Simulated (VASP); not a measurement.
All values below come from PBE GGA with D3 dispersion (Becke-Johnson damping), VASP's PBE PAW potentials (set 64) (plane waves; VASP).

Input for VASP

### KPOINTS
```
Regular mesh
0
gamma
  13 13 13
0 0 0
```

File POSCAR:
```
FeAl
2.867240
  0.9999998500   0.0000000000   0.0000000000
  0.0000000000   0.9999998500   0.0000000000
  0.0000000000   0.0000000000   0.9999998500
Al Fe
1 1
direct
  0.5000000000   0.5000000000   0.5000000000
  0.0000000000   0.0000000000   0.0000000000
```

**INCAR**
```
SYSTEM  =  FeAl
PREC  =  Accurate; ENCUT  =  520; LREAL  =  .False.
LASPH  =  .True.
EDIFF  =  1E-7; NELM  =  100; ALGO  =  Normal
LMAXMIX  =  4
ISMEAR  =  1; SIGMA  =  0.1
GGA  =  PE; IVDW  =  12
ISIF  =  2
LWAVE  =  .False.; LCHARG  =  .False.
```

POTCAR, in this order: Al Fe (PBE.64 set). Program: vasp_std.

What VASP printed:

File OSZICAR:
```
       N       E                     dE             d eps       ncg     rms          rms(c)
DAV:   1     0.320107743242E+02    0.32011E+02   -0.50798E+03  1512   0.123E+03
DAV:   2    -0.133218172778E+02   -0.45333E+02   -0.43718E+02  1520   0.179E+02
DAV:   3    -0.145594646404E+02   -0.12376E+01   -0.12138E+01  1815   0.404E+01
DAV:   4    -0.145860178669E+02   -0.26553E-01   -0.26501E-01  1919   0.525E+00
DAV:   5    -0.145865343488E+02   -0.51648E-03   -0.51645E-03  1846   0.648E-01    0.139E+01
DAV:   6    -0.166271531133E+02   -0.20406E+01   -0.75831E+01  1717   0.136E+02    0.182E+01
DAV:   7    -0.126549154853E+02    0.39722E+01   -0.37004E+01  1658   0.845E+01    0.252E+00
DAV:   8    -0.126256605243E+02    0.29255E-01   -0.21504E-01  1644   0.570E+00    0.147E+00
DAV:   9    -0.126112102613E+02    0.14450E-01   -0.43159E-02  1804   0.318E+00    0.354E-01
DAV:  10    -0.126108050290E+02    0.40523E-03   -0.94625E-04  1928   0.421E-01    0.156E-01
DAV:  11    -0.126107899528E+02    0.15076E-04   -0.20560E-05  1647   0.444E-02    0.852E-03
DAV:  12    -0.126107890933E+02    0.85957E-06   -0.59264E-06  2005   0.342E-02    0.511E-03
DAV:  13    -0.126107889918E+02    0.10147E-06   -0.19655E-07   858   0.498E-03    0.114E-03
DAV:  14    -0.126107889883E+02    0.34680E-08   -0.46949E-08   781   0.225E-03
   1 F= -.13420254E+02 E0= -.13419979E+02  d E =-.824273E-03
```

### OUTCAR
```
------------------------ aborting loop because EDIFF is reached ----------------------------------------
 Edisp (eV)   -0.80947
  FORCE on cell =-STRESS in cart. coord.  units (eV):
  Direction    XX          YY          ZZ          XY          YZ          ZX
  --------------------------------------------------------------------------------------
  Total      -0.79657    -0.79657    -0.79657    -0.00000    -0.00000     0.00000
  in kB     -54.14270   -54.14270   -54.14270    -0.00000    -0.00000     0.00000
  external pressure =      -54.14 kB  Pullay stress =        0.00 kB
  volume of cell :       23.57
      direct lattice vectors                 reciprocal lattice vectors
     2.867239570  0.000000000  0.000000000     0.348767508  0.000000000  0.000000000
     0.000000000  2.867239570  0.000000000     0.000000000  0.348767508  0.000000000
     0.000000000  0.000000000  2.867239570     0.000000000  0.000000000  0.348767508
 POSITION                                       TOTAL-FORCE (eV/Angst)
 -----------------------------------------------------------------------------------
      1.43362      1.43362      1.43362         0.000000      0.000000      0.000000
      0.00000      0.00000      0.00000         0.000000      0.000000      0.000000
 -----------------------------------------------------------------------------------
    total drift:                                0.000000      0.000000      0.000000
  FREE ENERGIE OF THE ION-ELECTRON SYSTEM (eV)
  ---------------------------------------------------
  free  energy   TOTEN  =       -13.4202542281 eV

  energy  without entropy=      -13.4194299546  energy(sigma->0) =      -13.41997947
```
(Selected blocks of OUTCAR.)

### OUTCAR
```
 val. band max:        7.9777775144   @ k =   0.4615   0.1538   0.0769

 cond. band min:       7.9868826681   @ k =   0.0769   0.0769   0.0000


 Fermi energy:         7.9820449182

 k-point     1 :       0.0000    0.0000    0.0000
  band No.  band energies     occupation
      1      -2.3550      2.00000
      2       5.7534      2.00000
      3       5.7534      2.00000
      4       8.1351     -0.05259
      5       8.1351     -0.05258
      6       8.1351     -0.05258
      7      14.5124      0.00000
      8      14.5124      0.00000
      9      14.5124      0.00000

 k-point     2 :       0.0769    0.0000    0.0000
  band No.  band energies     occupation
      1      -2.2433      2.00000
      2       5.7395      2.00000
      3       5.7880      2.00000
      4       8.0638      0.01125
      5       8.0638      0.01121
      6       8.1423     -0.04586
      7      13.5760      0.00000
      8      14.6772      0.00000
      9      14.6772      0.00000

 k-point     3 :       0.1538    0.0000    0.0000
  band No.  band energies     occupation
      1      -1.9110      2.00000
      2       5.6557      2.00000
      3       5.8857      2.00000
      4       7.8780      2.05769
      5       7.8780      2.05768
      6       8.1626     -0.02845
      7      12.0342      0.00000
      8      15.1451      0.00000
      9      15.1451      0.00000

 k-point     4 :       0.2308    0.0000    0.0000
  band No.  band energies     occupation
      1      -1.3654      2.00000
      2       5.3729      2.00000
      3       6.0287      2.00000
      4       7.6398      2.00001
      5       7.6398      2.00001
      6       8.1913     -0.01173
      7      10.6914      0.00000
      8      15.8580      0.00000
      9      15.8580      0.00000

 k-point     5 :       0.3077    0.0000    0.0000
  band No.  band energies     occupation
      1      -0.6199      2.00000
      2       4.7306      2.00000
      3       6.1880      2.00000
...
```

The compound is FeAl in the CsCl type structure. This cell is one point of a volume scan, at 1.03 of the reference volume. The run is not spin-polarised, so no magnetic state was tried. The electron count is odd and the run is not spin-polarised, which forces a metal.
